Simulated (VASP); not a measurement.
Level of theory: PBE GGA with D3 dispersion (zero damping), VASP's PBE PAW potentials (set 64) (plane waves; VASP).

A VASP calculation is set up with these files.

KPOINTS:
```
k-points along high-symmetry lines
15
Line-mode
Reciprocal
  0.000000   0.000000   0.000000 ! GAMMA
  0.500000   0.000000   0.500000 ! X

  0.500000   0.000000   0.500000 ! X
  0.625000   0.250000   0.625000 ! U

  0.375000   0.375000   0.750000 ! K
  0.000000   0.000000   0.000000 ! GAMMA

  0.000000   0.000000   0.000000 ! GAMMA
  0.500000   0.500000   0.500000 ! L

  0.500000   0.500000   0.500000 ! L
  0.500000   0.250000   0.750000 ! W

  0.500000   0.250000   0.750000 ! W
  0.500000   0.000000   0.500000 ! X
```

**INCAR**
```
ALGO = Normal
EDIFF = 1E-7
ENCUT = 520
GGA = PE
ICHARG = 11
ISMEAR = 0
IVDW = 11
LASPH = .True.
LCHARG = .False.
LMAXMIX = 4
LORBIT = 11
LREAL = .False.
LWAVE = .False.
NELM = 100
PREC = Accurate
SIGMA = 0.05
SYSTEM = KBr
```

POSCAR:
```
KBr
1
    0.0000000000     3.3474834999     3.3474834999
    3.3474834999    -0.0000000000     3.3474834999
    3.3474834999     3.3474834999    -0.0000000000
K Br
1 1
Direct
  0.0000000000   0.0000000000   0.0000000000
  0.5000000000   0.5000000000   0.5000000000
```

POTCAR, in this order: K_sv Br (PBE.64 set). Program: vasp_std. Read from the step before: CHGCAR.

Output

**OUTCAR**
```
 ion  position               nearest neighbor table
   1  0.000  0.000  0.000-
   2  0.500  0.500  0.500-
  LATTYP: Found a face centered cubic cell.
 ALAT       =     6.6949669998
 Subroutine PRICEL returns:
 Original cell was already a primitive cell.
 Subroutine GETGRP returns: Found 48 space group operations
The static configuration has the point symmetry O_h .
The dynamic configuration has the point symmetry O_h .
 Subroutine INISYM returns: Found 48 space group operations
   k-points           NKPTS =     90   k-points in BZ     NKDIM =     90   number of bands    NBANDS=     12
   number of dos      NEDOS =    301   number of ions     NIONS =      2
   total plane-waves  NPLWV =  46656
   dimension x,y,z NGX =    36 NGY =   36 NGZ =   36
   dimension x,y,z NGXF=    72 NGYF=   72 NGZF=   72
   ions per type =               1   1
   PREC   = accura    normal or accurate (medium, high low for compatibility)
   ISTART =      0    job   : 0-new  1-cont  2-samecut
   ICHARG =     11    charge: 1-file 2-atom 10-const
   ISPIN  =      1    spin polarized calculation?
   LNONCOLLINEAR =      F non collinear calculations
   LSORBIT =      F    spin-orbit coupling
   INIWAV =      1    electr: 0-lowe 1-rand  2-diag
   ENCUT  =  520.0 eV  38.22 Ry    6.18 a.u.   8.80  8.80  8.80*2*pi/ulx,y,z
   NELM   =    100;   NELMIN=  2; NELMDL= -5     # of ELM steps
   EDIFF  = 0.1E-06   stopping-criterion for ELM
   LREAL  =      F    real-space projection
   NLSPLINE    = F    spline interpolate recip. space projectors
   LMAXMIX     =    4 max onsite mixed and CHGCAR
   VOSKOWN=      0    Vosko Wilk Nusair interpolation
   EDIFFG = 0.1E-05   stopping-criterion for IOM
   NSW    =      0    number of steps for IOM
   NBLOCK =      1;   KBLOCK =      1    inner block; outer block
   IBRION =     -1    ionic relax: 0-MD 1-quasi-New 2-CG
   NFREE  =      0    steps in history (QN), initial steepest desc. (CG)
   ISIF   =      2    stress and relaxation
   ISYM   =      2    0-nonsym 1-usesym 2-fastsym
   TEIN   =    0.0    initial temperature
   TEBEG  =    0.0;   TEEND  =   0.0 temperature during run
   SMASS  =  -3.00    Nose mass-parameter (am)
   PSTRESS=    0.0 pullay stress
   NELECT =      16.0000    total number of electrons
   EFERMI =   0.00;   METHOD = LEGACY
   ISMEAR =     0;   SIGMA  =   0.05  broadening in eV -4-tet -1-fermi 0-gaus
   IALGO  =     38    algorithm
   LDIAG  =      T    sub-space diagonalisation (order eigenvalues)
   IMIX   =      4    mixing-type and parameters
     AMIX     =   0.40;   BMIX     =  1.00
     AMIX_MAG =   1.60;   BMIX_MAG =  1.00
     AMIN     =   0.10
   GGA     = PE    functional components
   VOSKOWN =     0    Vosko Wilk Nusair interpolation
   LHFCALC =     F    Hartree Fock is set to
   LHFONE  =     F    Hartree Fock one center treatment
   AEXX    =    0.0000 exact exchange contribution
   IVDW    =    11    specifies the selected vdW correction
   LEPSILON=     F    determine dielectric tensor
   LRPA    =     F    only Hartree local field effects (RPA)
  energy-cutoff  :      520.00
  volume of cell :       75.02
      direct lattice vectors                 reciprocal lattice vectors
     0.000000000  3.347483500  3.347483500    -0.149365934  0.149365934  0.149365934
     3.347483500  0.000000000  3.347483500     0.149365934 -0.149365934  0.149365934
     3.347483500  3.347483500  0.000000000     0.149365934  0.149365934 -0.149365934
 k-point     1 :   0.0000 0.0000 0.0000  plane waves:    1989
 k-point     2 :   0.0357 0.0000 0.0357  plane waves:    2037
 k-point     3 :   0.0714 0.0000 0.0714  plane waves:    2033
 k-point     4 :   0.1071 0.0000 0.1071  plane waves:    2029
 k-point     5 :   0.1429 0.0000 0.1429  plane waves:    2021
 k-point     6 :   0.1786 0.0000 0.1786  plane waves:    2001
 k-point     7 :   0.2143 0.0000 0.2143  plane waves:    2009
 k-point     8 :   0.2500 0.0000 0.2500  plane waves:    2020
 k-point     9 :   0.2857 0.0000 0.2857  plane waves:    2016
 k-point    10 :   0.3214 0.0000 0.3214  plane waves:    2024
...
```

File OSZICAR:
```
       N       E                     dE             d eps       ncg     rms          rms(c)
DAV:   1     0.100139549994E+03    0.10014E+03   -0.69691E+03  2160   0.116E+03
DAV:   2     0.116282161376E+01   -0.98977E+02   -0.91843E+02  2552   0.263E+02
DAV:   3    -0.556405087787E+01   -0.67269E+01   -0.66827E+01  2776   0.629E+01
DAV:   4    -0.587253698490E+01   -0.30849E+00   -0.30813E+00  3940   0.115E+01
DAV:   5    -0.587395626736E+01   -0.14193E-02   -0.14192E-02  2720   0.827E-01
DAV:   6    -0.587399027152E+01   -0.34004E-04   -0.34004E-04  3140   0.851E-02
DAV:   7    -0.587399065829E+01   -0.38677E-06   -0.38679E-06  3084   0.120E-02
DAV:   8    -0.587399066462E+01   -0.63317E-08   -0.62805E-08  2340   0.147E-03
   1 F= -.62950648E+01 E0= -.62950648E+01  d E =-.193468E-14
```

### OUTCAR
```
 val. band max:       -1.9050417769   @ k =   0.0000   0.0000   0.0000

 cond. band min:       2.4166696437   @ k =   0.0000   0.0000   0.0000



 k-point     1 :       0.0000    0.0000    0.0000
  band No.  band energies     occupation
      1     -29.7802      2.00000
      2     -14.1471      2.00000
      3     -13.2541      2.00000
      4     -13.2541      2.00000
      5     -13.2541      2.00000
      6      -1.9050      2.00000
      7      -1.9050      2.00000
      8      -1.9050      2.00000
      9       2.4167      0.00000
     10       5.6865      0.00000
     11       5.6865      0.00000
     12       5.6865      0.00000

 k-point     2 :       0.0357    0.0000    0.0357
  band No.  band energies     occupation
      1     -29.7801      2.00000
      2     -14.1506      2.00000
      3     -13.2545      2.00000
      4     -13.2545      2.00000
      5     -13.2491      2.00000
      6      -1.9320      2.00000
      7      -1.9094      2.00000
      8      -1.9094      2.00000
      9       2.4603      0.00000
     10       5.6491      0.00000
     11       5.7175      0.00000
     12       5.7175      0.00000

 k-point     3 :       0.0714    0.0000    0.0714
  band No.  band energies     occupation
      1     -29.7799      2.00000
      2     -14.1599      2.00000
      3     -13.2556      2.00000
      4     -13.2556      2.00000
      5     -13.2354      2.00000
      6      -2.0071      2.00000
      7      -1.9219      2.00000
      8      -1.9219      2.00000
      9       2.5850      0.00000
     10       5.5447      0.00000
     11       5.8097      0.00000
     12       5.8097      0.00000

 k-point     4 :       0.1071    0.0000    0.1071
  band No.  band energies     occupation
      1     -29.7795      2.00000
      2     -14.1724      2.00000
      3     -13.2573      2.00000
      4     -13.2573      2.00000
      5     -13.2163      2.00000
      6      -2.1153      2.00000
      7      -1.9416      2.00000
...
```

The density is held fixed in this step, so its total energy and stress have no physical meaning.

The compound is KBr in the rock salt structure. It was relaxed first.
